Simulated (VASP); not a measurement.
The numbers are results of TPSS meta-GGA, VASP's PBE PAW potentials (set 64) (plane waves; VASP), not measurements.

VASP input:

**POSCAR**
```
Gd
1
    1.7911868533    -3.1024264241     0.0000000000
    1.7911868533     3.1024264241     0.0000000000
    0.0000000000     0.0000000000     5.6077639150
Gd
2
Direct
  0.3333330000   0.6666670000   0.2500000000
  0.6666670000   0.3333330000   0.7500000000
```

### INCAR
```
SYSTEM = Gd
PREC = Accurate
ENCUT = 520
EDIFF = 1E-7
NELM = 100
ALGO = Normal
LREAL = .FALSE.
LASPH = .TRUE.
ISMEAR = 1
SIGMA = 0.1
METAGGA = TPSS
LMIXTAU = .TRUE.
LMAXMIX = 6
LWAVE = .FALSE.
LCHARG = .FALSE.
ISIF = 4
IBRION = 2
NSW = 30
EDIFFG = -0.01
```

KPOINTS:
```
Automatic mesh
0
Gamma
12 12 7
0 0 0
```

POTCAR, in this order: Gd_3 (PBE.64 set). Program: vasp_std.

Problem. What will the output report for the number of irreducible k-points (NKPTS), largest plane-wave count, number of space-group operations, FFT grid (NGX, NGY, NGZ)?

Solution. 
| Quantity | Result |
|---|---|
| number of irreducible k-points (NKPTS) | 76 |
| largest plane-wave count | 1703 |
| number of space-group operations | 24 |
| FFT grid (NGX, NGY, NGZ) | 28 × 28 × 42 |

The compound is Gd in the hcp structure. This cell is one point of a volume scan, at 0.97 of the reference volume. Symmetry was kept, so distortions that lower it aren't found. The 4f electrons are frozen in the core of the lanthanide potential, so 4f levels, which can set the real gap, and their magnetism are missing.
